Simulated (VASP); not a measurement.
OSZICAR of a VASP run on ZnSe (zinc blende):

File OSZICAR:
```
       N       E                     dE             d eps       ncg     rms          rms(c)
DAV:   1     0.852009715733E+02    0.85201E+02   -0.87872E+03   754   0.157E+03
DAV:   2    -0.958834039996E+00   -0.86160E+02   -0.82442E+02   824   0.270E+02
DAV:   3    -0.612022095674E+01   -0.51614E+01   -0.51435E+01   904   0.677E+01
DAV:   4    -0.616434027241E+01   -0.44119E-01   -0.44114E-01   839   0.685E+00
DAV:   5    -0.616457005373E+01   -0.22978E-03   -0.22978E-03   919   0.467E-01    0.594E+00
DAV:   6    -0.589123053503E+01    0.27334E+00   -0.70541E-01  1021   0.314E+01    0.439E+00
DAV:   7    -0.587220223176E+01    0.19028E-01   -0.22995E-01   814   0.491E+00    0.180E+00
DAV:   8    -0.587225379705E+01   -0.51565E-04   -0.45671E-03   996   0.823E-01    0.528E-01
DAV:   9    -0.587237201284E+01   -0.11822E-03   -0.12657E-03   834   0.346E-01    0.668E-02
DAV:  10    -0.587245988421E+01   -0.87871E-04   -0.20849E-04   884   0.150E-01    0.235E-02
DAV:  11    -0.587246350424E+01   -0.36200E-05   -0.42045E-05   912   0.802E-02    0.648E-03
DAV:  12    -0.587246469091E+01   -0.11867E-05   -0.63293E-06   839   0.186E-02    0.341E-03
DAV:  13    -0.587246469918E+01   -0.82691E-08   -0.49783E-07   577   0.696E-03
   1 F= -.32838585E+01 E0= -.32838585E+01  d E =-.328386E+01
```

Problem. Which electronic solver shows in the log?

Solution. It is blocked Davidson (ALGO = Normal, or the opening steps of other solvers). The INCAR had ALGO = Normal.

Problem. Can the final energy be trusted as converged?

Solution. The run converged. It stopped with EDIFF = 1E-6, NELM = 100, NSW = 40 and EDIFFG = -0.02 after 1 ionic step (PBE GGA, plane waves, VASP's PBE PAW potentials (set 64)).

The compound is ZnSe in the zinc blende structure. It was relaxed first under an external pressure of 10 GPa.
